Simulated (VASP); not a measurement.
VASP input:

**INCAR**
```
SYSTEM = CaF2
PREC = Accurate
ENCUT = 520
EDIFF = 1E-6
NELM = 100
ALGO = Normal
LREAL = .FALSE.
LASPH = .TRUE.
ISMEAR = 0
SIGMA = 0.05
GGA = PE
LWAVE = .FALSE.
LCHARG = .FALSE.
ISIF = 2
LSORBIT = .TRUE.
MAGMOM = 0 0 0 0 0 0 0 0 0
GGA_COMPAT = .FALSE.
```

### POSCAR
```
CaF2
1
    0.0000000000     2.7300000000     2.7300000000
    2.7300000000     0.0000000000     2.7300000000
    2.7300000000     2.7300000000     0.0000000000
Ca F
1 2
Direct
  0.0000000000   0.0000000000   0.0000000000
  0.2500000000   0.2500000000   0.2500000000
  0.7500000000   0.7500000000   0.7500000000
```

**KPOINTS**
```
Automatic mesh
0
Gamma
5 5 5
0 0 0
```

POTCAR, in this order: Ca_sv F (PBE.64 set). Program: vasp_std.

The run wrote:

### standard output
```
 POSCAR found type information on POSCAR CaF
 POSCAR found :  2 types and       3 ions
 Reading from existing POTCAR

 -----------------------------------------------------------------------------
|                                                                             |
|     EEEEEEE  RRRRRR   RRRRRR   OOOOOOO  RRRRRR      ###     ###     ###     |
|     E        R     R  R     R  O     O  R     R     ###     ###     ###     |
|     E        R     R  R     R  O     O  R     R     ###     ###     ###     |
|     EEEEE    RRRRRR   RRRRRR   O     O  RRRRRR       #       #       #      |
|     E        R   R    R   R    O     O  R   R                               |
|     E        R    R   R    R   O     O  R    R      ###     ###     ###     |
|     EEEEEEE  R     R  R     R  OOOOOOO  R     R     ###     ###     ###     |
|                                                                             |
|     ERROR: Noncollinear calculations require that VASP is compiled          |
|     without the flag -DNGXhalf and-DNGZhalf.                                |
|     You probably tried to run a noncollinear calculation                    |
|     (LNONCOLLINEAR=T) with the executable vasp_std. Use vasp_ncl            |
|     instead!                                                                |
|                                                                             |
|       ---->  I REFUSE TO CONTINUE WITH THIS SICK JOB ... BYE!!! <----       |
|                                                                             |
 -----------------------------------------------------------------------------
```

Read the log: what went wrong, and how is it fixed?

The cause: LSORBIT needs the non-collinear program vasp_ncl. VASP stops with an error: ERROR: Noncollinear calculations require that VASP is compiled without the flag -DNGXhalf and-DNGZhalf. You probably tried to run a noncollinear calculation (LNONCOLLINEAR=T) with the executable vasp_std. Use vasp_ncl instead! ----> I REFUSE TO CONTINUE WITH THIS SICK JOB ... BYE!!! <---- To mend it, run vasp_ncl.

The mended run (PBE GGA with spin-orbit coupling, plane waves, VASP's PBE PAW potentials (set 64)) converges, and its OSZICAR ends with
```
   1 F= -.17331234E+02 E0= -.17331234E+02  d E =-.290770E-22  mag=    -0.0000     0.0000     0.0000
```

The compound is CaF2 in the fluorite structure. The cell was not relaxed at this level.
